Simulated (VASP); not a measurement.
Crystal: Sb3Au.

```xyz
4
Lattice="-3.0400 3.0400 3.0400 3.0400 -3.0400 3.0400 3.0400 3.0400 -3.0400" Properties=species:S:1:pos:R:3 pbc="T T T"
Sb    3.0400    0.0000    0.0000
Sb    0.0000    3.0400    0.0000
Sb    0.0000    0.0000    3.0400
Au    0.0000    0.0000    0.0000
```

| Property | Result |
| --- | --- |
| Program | VASP 6.6.1 |
| Task | relaxation of cell and atoms |
| Functional | LDA |
| Potentials or basis | VASP PAW LDA potentials, release 64 (Sb, Au) |
| Cutoff | 600 eV |
| k mesh | 5 × 5 × 5 |
| Occupations | methfessel-paxton, width 0.1 eV |
| Spin | no spin polarisation |

At the start: pressure -7.4 GPa; volume 28.09 Å³/atom.

Problem. Where does the relaxation end?

Solution. Over 5 steps the energy falls by 83.6 meV/atom and the volume is 24.89 Å³/atom (-11.4 %); space group Im-3m (No. 229, to 0.05 Å).

Step by step:
```csv
step,energy change (eV),largest force (eV/Å),pressure (GPa),volume (Å³)
1,0.0000,0.0000,-7.37,112.38
2,-0.1972,0.0000,6.88,92.65
3,-0.3343,0.0000,-0.12,99.56
4,-0.3342,0.0000,0.12,99.31
5,-0.3343,0.0000,-0.06,99.56
```

Final structure:
```
Sb Au
1.0
    -2.91972    2.91972    2.91972
     2.91972   -2.91972    2.91972
     2.91972    2.91972   -2.91972
Sb Au
3 1
Direct
  0.00000 0.50000 0.50000
  0.50000 0.00000 0.50000
  0.50000 0.50000 0.00000
  0.00000 0.00000 0.00000
```

Caveat: the volume moved by -11 % from the deposited cell, more than functionals usually miss.
